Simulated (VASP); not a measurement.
All values below come from PBEsol GGA, VASP's PBE PAW potentials (set 64) (plane waves; VASP).

The input files of a VASP run:

**KPOINTS**
```
Automatic mesh
0
gamma
  10 10 10
0 0 0
```

INCAR:
```
LASPH = .True.
SYSTEM = Pr(SiAg)2
NELM = 100   ! most electronic steps
EDIFF = 1E-7
ALGO = Normal   ! blocked Davidson
PREC = Accurate
SIGMA = 0.1
ISMEAR = 1
LMAXMIX = 6
GGA = PS   ! PBEsol
ENCUT = 480
LREAL = .False.
ISIF = 2   ! forces and stress, cell fixed
LCHARG = .False.
LWAVE = .False.
```

### POSCAR
```
Pr(SiAg)2
5.8479460
 -0.3449373541   0.3593097439   0.8671301880
  0.3449373541  -0.3593097439   0.8671301880
  0.3449373541   0.3593097439  -0.8671301880
Pr Si Ag
1 2 2
Direct
  0.0000000000   0.0000000000   0.0000000000
  0.6101441864   0.6101441864   1.0000000000
  0.3898558136   0.3898558136   0.0000000000
  0.7500000000   0.2500000000   0.5000000000
  0.2500000000   0.7500000000   0.5000000000
```

POTCAR, in this order: Pr_3 Si Ag (PBE.64 set). Program: vasp_std.

The resulting files:

### OSZICAR
```
       N       E                     dE             d eps       ncg     rms          rms(c)
DAV:   1     0.242750877801E+03    0.24275E+03   -0.19311E+04  8208   0.151E+03
DAV:   2    -0.191722664744E+02   -0.26192E+03   -0.25835E+03  9160   0.333E+02
DAV:   3    -0.292514884485E+02   -0.10079E+02   -0.99548E+01 12040   0.606E+01
DAV:   4    -0.294766644545E+02   -0.22518E+00   -0.22506E+00 10936   0.805E+00
DAV:   5    -0.294809136449E+02   -0.42492E-02   -0.42489E-02 11824   0.979E-01    0.163E+01
DAV:   6    -0.259652050192E+02    0.35157E+01   -0.37720E+01 10128   0.523E+01    0.121E+01
DAV:   7    -0.256698429248E+02    0.29536E+00   -0.35969E+00  9280   0.162E+01    0.582E+00
DAV:   8    -0.256137692397E+02    0.56074E-01   -0.50165E-01 10784   0.518E+00    0.131E+00
DAV:   9    -0.255926022470E+02    0.21167E-01   -0.10853E-01 10288   0.296E+00    0.433E-01
DAV:  10    -0.255924354370E+02    0.16681E-03   -0.44790E-03 10440   0.391E-01    0.252E-01
DAV:  11    -0.255923786886E+02    0.56748E-04   -0.40094E-04 11248   0.123E-01    0.604E-02
DAV:  12    -0.255923594969E+02    0.19192E-04   -0.72730E-05  9200   0.590E-02    0.171E-02
DAV:  13    -0.255923607897E+02   -0.12928E-05   -0.60060E-06 10800   0.151E-02    0.883E-03
DAV:  14    -0.255923599665E+02    0.82322E-06   -0.55364E-07  9312   0.605E-03    0.386E-03
DAV:  15    -0.255923596562E+02    0.31030E-06   -0.25150E-07  7920   0.389E-03    0.871E-04
DAV:  16    -0.255923596906E+02   -0.34389E-07   -0.57826E-08  5560   0.170E-03
   1 F= -.25592360E+02 E0= -.25592185E+02  d E =-.523079E-03
```

OUTCAR:
```
------------------------ aborting loop because EDIFF is reached ----------------------------------------
  FORCE on cell =-STRESS in cart. coord.  units (eV):
  Direction    XX          YY          ZZ          XY          YZ          ZX
  --------------------------------------------------------------------------------------
  Total        7.1579022      3.6926918      7.6463000      0.0000000      0.0000000      0.0000000
  in kB      133.3929137     68.8161007    142.4945769      0.0000000      0.0000000      0.0000000
  external PRESSURE =     114.9011971 kB  Pullay stress =       0.0000000 kB
  volume of cell :       85.97
      direct lattice vectors                 reciprocal lattice vectors
    -2.017175020  2.101223980  5.070930514     0.000000000  0.237956546  0.098601233
     2.017175020 -2.101223980  5.070930514     0.247871402  0.000000000  0.098601233
     2.017175020  2.101223980 -5.070930514     0.247871402  0.237956546  0.000000000
 POSITION                                       TOTAL-FORCE (eV/Angst)
 -----------------------------------------------------------------------------------
      0.00000      0.00000      0.00000         0.000000     -0.000000      0.000000
      0.00000      0.00000      6.18800         0.000000      0.000000      0.296345
      0.00000      0.00000      3.95386        -0.000000     -0.000000     -0.296345
      0.00000      2.10122      2.53547        -0.000000      0.000000      0.138563
      2.01718      0.00000      2.53547         0.000000     -0.000000     -0.138563
 -----------------------------------------------------------------------------------
    total drift:                               -0.000000     -0.000000      0.000000
  FREE ENERGIE OF THE ION-ELECTRON SYSTEM (eV)
  ---------------------------------------------------
  free  energy   TOTEN  =       -25.5923596906 eV

  energy  without entropy=      -25.5918366115  energy(sigma->0) =      -25.59218533
```
(Selected blocks of OUTCAR.)

The 4f electrons are frozen in the core of the lanthanide potential, so 4f levels, which can set the real gap, and their magnetism are missing.

The structure comes from a computed database's Ag2PrSi2 entry (I4/mmm); how it stands against other phases isn't given here. This cell was strained or had an atom moved on purpose. The electron count is odd and the run is not spin-polarised, which forces a metal.
